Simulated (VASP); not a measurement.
Energy against volume of LiF (rock salt). Computed with r2SCAN meta-GGA, VASP's PBE PAW potentials (set 64) (plane waves; VASP 6.6.1).

| V (Å³/atom) | E (eV/atom) |
|---|---|
| 7.404 | -5.94168 |
| 7.640 | -5.94870 |
| 7.877 | -5.95153 |
| 8.113 | -5.95033 |
| 8.349 | -5.94606 |

Q: Fit a third-order Birch-Murnaghan equation of state.

A: 
The volume per atom is 7.92 Å^3/atom and the bulk modulus comes out as 83.3 GPa. The pressure derivative of the bulk modulus is 3.88. The lattice constant a comes out as 3.987 Å.

The compound is LiF in the rock salt structure. It was relaxed first.
